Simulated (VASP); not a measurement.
Set up this calculation in VASP 6.6.1, as the native input.

| Item | Value |
| --- | --- |
| Task | relaxation of the atoms |
| Functional | PBE |
| Potentials or basis | VASP PAW PBE potentials, release 64 (W_sv) |
| Cutoff | 600 eV |
| k mesh | 16 × 16 × 16 |
| Occupations | methfessel-paxton, width 0.1 eV |
| Spin | no spin polarisation |
| Further INCAR settings | ALGO = Normal; EDIFF = 1e-07; IBRION = 2; EDIFFG = -0.01; NSW = 40 |

The structure of W lies in POSCAR:

```
W                                       
1.0
   -1.6235355767      1.6235355767      1.6235355767
    1.6235355767     -1.6235355767      1.6235355767
    1.6235355767      1.6235355767     -1.6235355767
  W             
     1
Direct
     0.0000000000000000    0.0000000000000000    0.0000000000000000
```

The cell isn't the ideal one: a relaxed cell with its volume scaled by 1.06.

These files were run (other wordings do the same):

INCAR

```
SYSTEM = W
  PREC = Accurate
  ENCUT = 600
  EDIFF = 1E-7
  ISMEAR = 1
  SIGMA = 0.1
  LREAL = .False.
  LASPH = .True.
  NELM = 80
  ALGO = Normal
  ISIF = 2
  LWAVE = .False.
  LCHARG = .False.
  GGA = PE
  IBRION = 2
  NSW = 40
  EDIFFG = -0.01
```

KPOINTS

```
regular mesh
0
Gamma
  16 16 16
  0 0 0
```

Potentials or basis: VASP PAW PBE potentials, release 64 (W_sv).

The run is started by

```bash
$ cat potpaw_PBE.64/W_sv/POTCAR > POTCAR
$ mpirun -np 1 vasp_std > vasp.out
```

Results of the run:

| Quantity | Value |
| --- | --- |
| Pressure after relaxing | -15.5 GPa |
| Band gap on the k mesh | none (metal or under the smearing width) |

Caveat: the relaxation stopped at its first step, so nothing moved.

Wall time 15 s on 1 thread of Intel(R) Xeon(R) 6975P-C (Granite Rapids) (shared host), peak memory 0.16 GiB.
